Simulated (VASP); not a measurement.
# Ca2ZrN2 (P4_222) in VASP: relaxation of cell and atoms with PBE

Aim: the relaxation of cell and atoms of Ca2ZrN2 with PBE.

All numbers are computed with VASP 6.6.1; they aren't measurements. Logs are shortened: lines on timing, memory, paths and dates and some standing lists are left out, and cuts for length are marked.

## 1. The structure

It takes space group P4_222 (No. 93, tetragonal). Conventional cell: a = 4.327 Å, b = 4.327 Å, c = 9.406 Å, α = 90.00°, β = 90.00°, γ = 90.00°. Around Ca (site symmetry 2) lie 2 N at 2.06 Å. Zr (site symmetry 222) has 4 N at 2.49 Å and 4 Ca at 2.81 Å as nearest neighbours. Around N (site symmetry 2) lie 2 Ca at 2.06 Å and 1 N at 2.23 Å.

The cell was built by a generator and needn't be a form met in nature.

## 2. Relaxation of cell and atoms, PBE

INCAR reads:

```
SYSTEM = Ca2ZrN2
  ALGO = Fast
  EDIFF = 1E-4
  EDIFFG = -0.08
  ENCUT = 520
  GGA = PE
  IBRION = 2
  ISIF = 3
  ISMEAR = 0
  LASPH = .True.
  LCHARG = .False.
  LREAL = Auto
  LWAVE = .False.
  NELM = 60
  NSW = 24
  PREC = Normal
  SIGMA = 0.15
```

KPOINTS reads:

```
k-points
0
Gamma
  3 3 2
  0 0 0
```

POSCAR reads:

```
Ca2ZrN2
1.0
    4.3265899200      0.0000000000      0.0000000000
    0.0000000000      4.3265899200      0.0000000000
    0.0000000000      0.0000000000      9.4063110100
Ca Zr N
4 2 4
Direct
    0.7832851400      0.7832851400      0.7500000000
    0.2167148600      0.2167148600      0.7500000000
    0.2167148600      0.7832851400      0.2500000000
    0.7832851400      0.2167148600      0.2500000000
    0.0000000000      0.5000000000      0.0000000000
    0.5000000000      0.0000000000      0.5000000000
    0.5000000000      0.5000000000      0.1312758900
    0.5000000000      0.5000000000      0.6312758900
    0.5000000000      0.5000000000      0.8687241100
    0.5000000000      0.5000000000      0.3687241100
```

Potentials or basis: VASP PAW PBE potentials, release 64 (Ca_sv, Zr_sv, N).

Launch:

```bash
$ cat potpaw_PBE.64/Ca_sv/POTCAR potpaw_PBE.64/Zr_sv/POTCAR potpaw_PBE.64/N/POTCAR > POTCAR
$ mpirun -np 1 vasp_std > vasp.out
```

OUTCAR:

```text
SYSTEM = Ca2ZrN2
   EDIFF = 1E-4
   EDIFFG = -0.08
   ENCUT = 520
   GGA = PE
   IBRION = 2
   ISIF = 3
   ISMEAR = 0
   LASPH = .True.
   LREAL = Auto
   NELM = 60
   NSW = 24
   PREC = Normal

 ion  position               nearest neighbor table
   1  0.783  0.783  0.750-   8 2.06   9 2.06   2 2.65   5 2.81   6 2.81   2 3.09   2 3.09
   2  0.217  0.217  0.750-   8 2.06   9 2.06   1 2.65   5 2.81   6 2.81   1 3.09   1 3.09
   3  0.217  0.783  0.250-   7 2.06  10 2.06   4 2.65   5 2.81   6 2.81   4 3.09   4 3.09
   4  0.783  0.217  0.250-   7 2.06  10 2.06   3 2.65   5 2.81   6 2.81   3 3.09   3 3.09
   5  0.000  0.500  0.000-   7 2.49   9 2.49   7 2.49   9 2.49   1 2.81   2 2.81   3 2.81   4 2.81

   6  0.500  0.000  0.500-   8 2.49  10 2.49   8 2.49  10 2.49   1 2.81   2 2.81   3 2.81   4 2.81

   7  0.500  0.500  0.131-   3 2.06   4 2.06   5 2.49   5 2.49
   8  0.500  0.500  0.631-   1 2.06   2 2.06   6 2.49   6 2.49
   9  0.500  0.500  0.869-   1 2.06   2 2.06   5 2.49   5 2.49
  10  0.500  0.500  0.369-   3 2.06   4 2.06   6 2.49   6 2.49

  LATTYP: Found a simple tetragonal cell.
 ALAT       =     4.3265899200
 C/A-ratio  =     2.1740703843

  Lattice vectors:

 A1 = (   4.3265899200,   0.0000000000,   0.0000000000)
 A2 = (   0.0000000000,   4.3265899200,   0.0000000000)
 A3 = (   0.0000000000,   0.0000000000,   9.4063110100)

Analysis of symmetry for initial positions (statically):
=====================================================================
 Subroutine PRICEL returns:
 Original cell was already a primitive cell.

 Routine SETGRP: Setting up the symmetry group for a
 simple tetragonal supercell.

 Subroutine GETGRP returns: Found  8 space group operations
 (whereof  4 operations were pure point group operations)
 out of a pool of 16 trial point group operations.

The static configuration has the point symmetry D_2 .
 The point group associated with its full space group is D_4 .

Analysis of symmetry for dynamics (positions and initial velocities):
=====================================================================
 Subroutine PRICEL returns:
 Original cell was already a primitive cell.

 Routine SETGRP: Setting up the symmetry group for a
 simple tetragonal supercell.

 Subroutine GETGRP returns: Found  8 space group operations
 (whereof  4 operations were pure point group operations)
 out of a pool of 16 trial point group operations.

The dynamic configuration has the point symmetry D_2 .
 The point group associated with its full space group is D_4 .

 Subroutine INISYM returns: Found  8 space group operations
 (whereof  4 operations are pure point group operations),
 and found     1 'primitive' translations

----------------------------------------------------------------------------------------

                                     Primitive cell

  volume of cell :     176.0803

  direct lattice vectors                    reciprocal lattice vectors
     4.326589920  0.000000000  0.000000000     0.231128907  0.000000000  0.000000000
     0.000000000  4.326589920  0.000000000     0.000000000  0.231128907  0.000000000
     0.000000000  0.000000000  9.406311010     0.000000000  0.000000000  0.106311603

  length of vectors
     4.326589920  4.326589920  9.406311010     0.231128907  0.231128907  0.106311603

  position of ions in fractional coordinates (direct lattice)
     0.783285140  0.783285140  0.750000000
     0.216714860  0.216714860  0.750000000
     0.216714860  0.783285140  0.250000000
     0.783285140  0.216714860  0.250000000
     0.000000000  0.500000000  0.000000000
     0.500000000  0.000000000  0.500000000
     0.500000000  0.500000000  0.131275890
     0.500000000  0.500000000  0.631275890
     0.500000000  0.500000000  0.868724110
     0.500000000  0.500000000  0.368724110

  ion indices of the primitive-cell ions
   primitive index   ion index
                 1           1
                 2           2
                 3           3
                 4           4
                 5           5
                 6           6
                 7           7
                 8           8
                 9           9
                10          10

----------------------------------------------------------------------------------------

 KPOINTS: k-points

Automatic generation of k-mesh.
 Grid dimensions read from file:
 generate k-points for:    3    3    2

 Generating k-lattice:

  Cartesian coordinates                     Fractional coordinates (reciprocal lattice)
     0.077042969  0.000000000  0.000000000     0.333333333  0.000000000  0.000000000
     0.000000000  0.077042969  0.000000000     0.000000000  0.333333333  0.000000000
     0.000000000  0.000000000  0.053155801     0.000000000  0.000000000  0.500000000

  Length of vectors
     0.077042969  0.077042969  0.053155801

  Shift w.r.t. Gamma in fractional coordinates (k-lattice)
     0.000000000  0.000000000  0.000000000

 Subroutine IBZKPT returns following result:
 ===========================================

 Found      6 irreducible k-points:

 Following reciprocal coordinates:
            Coordinates               Weight
  0.000000  0.000000  0.000000      1.000000
  0.333333  0.000000  0.000000      4.000000
  0.333333  0.333333  0.000000      4.000000
  0.000000  0.000000  0.500000      1.000000
  0.333333  0.000000  0.500000      4.000000
  0.333333  0.333333  0.500000      4.000000
   k-points           NKPTS =      6   k-points in BZ     NKDIM =      6   number of bands    NBANDS=     50
   number of dos      NEDOS =    301   number of ions     NIONS =     10
   total plane-waves  NPLWV =  31104
   dimension x,y,z NGX =    24 NGY =   24 NGZ =   54
   dimension x,y,z NGXF=    48 NGYF=   48 NGZF=  108
   ions per type =               4   2   4
   NGX,Y,Z   is equivalent  to a cutoff of   9.22,  9.22,  9.54 a.u.
   NGXF,Y,Z  is equivalent  to a cutoff of  18.44, 18.44, 19.09 a.u.
 SYSTEM =  Ca2ZrN2
   PREC   = normal    normal or accurate (medium, high low for compatibility)
   ISTART =      0    job   : 0-new  1-cont  2-samecut
   ICHARG =      2    charge: 1-file 2-atom 10-const
   ISPIN  =      1    spin polarized calculation?
   LNONCOLLINEAR =      F non collinear calculations
   LSORBIT =      F    spin-orbit coupling
   LASPH  =      T    aspherical Exc in radial PAW
   ENCUT  =  520.0 eV  38.22 Ry    6.18 a.u.   8.04  8.04 17.49*2*pi/ulx,y,z
   NELM   =     60;   NELMIN=  2; NELMDL= -5     # of ELM steps
   EDIFF  = 0.1E-03   stopping-criterion for ELM
   LREAL  =      T    real-space projection
   EDIFFG = -.8E-01   stopping-criterion for IOM
   NSW    =     24    number of steps for IOM
   IBRION =      2    ionic relax: 0-MD 1-quasi-New 2-CG
   NFREE  =      1    steps in history (QN), initial steepest desc. (CG)
   ISIF   =      3    stress and relaxation
   ISYM   =      2    0-nonsym 1-usesym 2-fastsym
   POTIM  = 0.5000    time-step for ionic-motion
   TEBEG  =    0.0;   TEEND  =   0.0 temperature during run
   PSTRESS=    0.0 pullay stress
   NELECT =      84.0000    total number of electrons
   NUPDOWN=      -1.0000    fix difference up-down
   EMIN   =  10.00;   EMAX   =-10.00  energy-range for DOS
   EFERMI =   0.00;   METHOD = LEGACY
   ISMEAR =     0;   SIGMA  =   0.15  broadening in eV -4-tet -1-fermi 0-gaus
   EFERMI_NEDOS =   21; number of points for ismear=-14 and -15
   IALGO  =     68    algorithm
   IMIX   =      4    mixing-type and parameters
     AMIX     =   0.40;   BMIX     =  1.00
     AMIX_MAG =   1.60;   BMIX_MAG =  1.00
  volume/ion in A,a.u.               =      17.61       118.82
  Fermi-wavevector in a.u.,A,eV,Ry     =   1.279178  2.417296 22.263165  1.636296
  Thomas-Fermi vector in A             =   2.411678
   LORBIT       =      0    0 simple, 1 ext, 2 COOP (PROOUT), +10 PAW based schemes
   GGA     = PE    functional components
   LHFCALC =     F    Hartree Fock is set to
   AEXX    =    0.0000 exact exchange contribution
   IVDW    =     0    specifies the selected vdW correction
   LEPSILON=     F    determine dielectric tensor
   LRPA    =     F    only Hartree local field effects (RPA)
 conjugate gradient relaxation of ions
 non-spin polarized calculation
 RMM-DIIS sequential band-by-band and
 Gauss-broadening in eV      SIGMA  =   0.15
  energy-cutoff  :      520.00
  volume of cell :      176.08
 maximum number of plane-waves:      4772
   NGX = 17   NGY = 17   NGZ = 35

--------------------------------------- Ionic step        1  -------------------------------------------

 number of electron      83.9999926 magnetization

 Free energy of the ion-electron system (eV)
  ---------------------------------------------------
  ext. energy  EPLUGINS =         0.00000000
  ---------------------------------------------------
  free energy    TOTEN  =       -49.52421942 eV

  energy without entropy =      -49.42512179  energy(sigma->0) =      -49.47467061

------------------------ aborting loop because EDIFF is reached ----------------------------------------

  FORCE on cell =-STRESS in cart. coord.  units (eV):
  Direction    XX          YY          ZZ          XY          YZ          ZX
  --------------------------------------------------------------------------------------
  -------------------------------------------------------------------------------------
  Total        5.8560898      5.8560898     29.0886804      0.0000000      0.0000000      0.0000000
  in kB       53.2853114     53.2853114    264.6816298      0.0000000      0.0000000      0.0000000
  external PRESSURE =     123.7507509 kB  Pullay stress =       0.0000000 kB
[... 113 lines left out ...]
  FREE ENERGIE OF THE ION-ELECTRON SYSTEM (eV)
  ---------------------------------------------------
  free  energy   TOTEN  =       -52.0368157886 eV

  energy  without entropy=      -51.9312938583  energy(sigma->0) =      -51.98405482

 E-fermi :   5.4666     XC(G=0): -10.0600

 val. band max:        5.4438029319   @ k =   0.3333   0.3333   0.5000
 cond. band min:       5.4802608720   @ k =   0.3333   0.3333   0.0000
 fundamental gap:      0.0364579401
 Fermi energy:         5.4666469470

 k-point     1 :       0.0000    0.0000    0.0000
  band No.  band energies     occupation
      1     -44.2822      2.00000
      2     -44.2821      2.00000
      3     -35.3774      2.00000
      4     -35.3769      2.00000
      5     -34.8148      2.00000
      6     -34.8148      2.00000
[... 307 lines left out ...]
     49       7.5587      0.00000
     50       8.1798      0.00000

[... ionic steps 4 to 10 ...]

--------------------------------------- Ionic step       11  -------------------------------------------

 number of electron      84.0000039 magnetization

------------------------ aborting loop because EDIFF is reached ----------------------------------------
[... 83 lines left out ...]
--------------------------------------- Ionic step       13  -------------------------------------------

 number of electron      84.0000013 magnetization

 Free energy of the ion-electron system (eV)
  ---------------------------------------------------
  ext. energy  EPLUGINS =         0.00000000
  ---------------------------------------------------
  free energy    TOTEN  =       -55.82817333 eV

  energy without entropy =      -55.73243029  energy(sigma->0) =      -55.78030181

 E-fermi :   5.2388     XC(G=0):  -9.9520

 val. band max:        5.2334773127   @ k =   0.3333   0.3333   0.5000
 cond. band min:       5.3008026988   @ k =   0.3333   0.3333   0.0000
 fundamental gap:      0.0673253861
 Fermi energy:         5.2387885759

 k-point     1 :       0.0000    0.0000    0.0000
  band No.  band energies     occupation
      1     -44.6121      2.00000
      2     -44.6120      2.00000
      3     -35.7741      2.00000
      4     -35.7737      2.00000
      5     -35.2065      2.00000
      6     -35.2065      2.00000
[... 344 lines left out ...]
  FREE ENERGIE OF THE ION-ELECTRON SYSTEM (eV)
  ---------------------------------------------------
  free  energy   TOTEN  =       -55.8281733330 eV

  energy  without entropy=      -55.7324302932  energy(sigma->0) =      -55.78030181

 reached required accuracy - stopping structural energy minimisation
```

It took 3 min on 1 thread of Intel Xeon 6975P-C (Granite Rapids), shared host; peak memory 0.2 GiB.

What came out:

| Item | Value |
| --- | --- |
| Free energy | -55.8282 eV |
| Relaxed volume | 18.35 Å³/atom |
| Relaxed cell | a = 3.929 Å, b = 3.929 Å, c = 11.886 Å, α = 90.00°, β = 90.00°, γ = 90.00° |
| Space group after relaxing (to 0.05 Å) | P4_222 (No. 93) |
| Energy gained by relaxing | 630.4 meV/atom |
| Ionic steps | 13 |
| Pressure after relaxing | -0.3 GPa |
| Largest force after relaxing | 0.046 eV/Å |
| Band gap on the k mesh | none (metal or under the smearing width) |

Forces on the atoms (eV/Å):
```
Ca  -0.033 -0.033  0.000
Ca   0.033  0.033  0.000
Ca   0.033 -0.033  0.000
Ca  -0.033  0.033  0.000
Zr   0.000  0.000  0.000
Zr   0.000  0.000  0.000
N    0.000  0.000 -0.005
N    0.000  0.000 -0.005
N    0.000  0.000  0.005
N    0.000  0.000  0.005
```

Stress tensor (GPa, compression positive):
```
-0.49  0.00  0.00
 0.00 -0.49  0.00
 0.00  0.00 -0.05
```

Step by step:
```csv
step,energy change (eV),largest force (eV/Å),pressure (GPa),volume (Å³)
1,0.0000,3.2795,12.38,176.08
2,-2.3377,3.0671,-6.90,212.30
3,-2.5126,2.4602,-4.21,203.92
4,-4.7187,2.0928,-5.70,203.39
5,-5.2873,1.7642,-6.20,201.96
6,-5.9465,1.3689,5.25,178.46
7,-6.1174,0.8414,0.92,185.17
8,-6.2294,0.3650,-0.43,186.96
9,-6.2390,0.4188,-0.82,187.61
10,-6.2879,0.2767,-0.38,185.36
11,-6.2987,0.1411,0.07,183.72
12,-6.3013,0.1941,-0.56,183.35
13,-6.3040,0.0465,-0.34,183.51
```

Final structure:
```xyz
10
Lattice="3.9292 0.0000 0.0000 0.0000 3.9292 0.0000 0.0000 0.0000 11.8864" Properties=species:S:1:pos:R:3 pbc="T T T"
Ca    3.0188    3.0188    8.9148
Ca    0.9104    0.9104    8.9148
Ca    0.9104    3.0188    2.9716
Ca    3.0188    0.9104    2.9716
Zr    0.0000    1.9646    0.0000
Zr    1.9646    0.0000    5.9432
N     1.9646    1.9646    1.3792
N     1.9646    1.9646    7.3224
N     1.9646    1.9646   10.5071
N     1.9646    1.9646    4.5640
```

Caveat: the k mesh is coarse (spacing up to 0.48 Å⁻¹), so the values aren't converged; the relaxation stopped at a loose force limit of 0.08 eV/Å, so its end isn't a converged minimum.
